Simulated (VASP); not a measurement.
A run of VASP 6.6.1 is set up as follows.

The input INCAR:

```
SYSTEM = O
  PREC = Accurate
  ENCUT = 600
  EDIFF = 1E-7
  ISMEAR = 0
  SIGMA = 0.01
  LREAL = .False.
  LASPH = .True.
  NELM = 150
  ALGO = Normal
  ISIF = 2
  LWAVE = .False.
  LCHARG = .False.
  ISPIN = 2
  MAGMOM = 1 1
  LORBIT = 11
  GGA = PS
  IBRION = 2
  NSW = 30
  EDIFFG = -0.005
  AMIX = 0.2
  BMIX = 1E-4
  AMIX_MAG = 0.8
  BMIX_MAG = 1E-4
  ISYM = 0
```

Contents of KPOINTS:

```
regular mesh
0
Gamma
  1 1 1
  0 0 0
```

Contents of POSCAR:

```
O
1.0
   12.0000000000      0.0000000000      0.0000000000
    0.0000000000     12.4000000000      0.0000000000
    0.0000000000      0.0000000000     13.0000000000
O
2
Direct
    0.5000000000      0.5000000000      0.4535384615
    0.5000000000      0.5000000000      0.5464615385
```

Potentials or basis: VASP PAW PBE potentials, release 64 (O).

Run with:

```console
$ cat potpaw_PBE.64/O/POTCAR > POTCAR
$ mpirun -np 1 vasp_std > vasp.out
```

(1) Predict the net moment.

(2) Predict the energy gained by relaxing.

Results:

(1) 2.00 μB per cell.

(2) 7.0 meV/atom.

Caveat: the standard files for N, O and F lose accuracy on very short bonds.
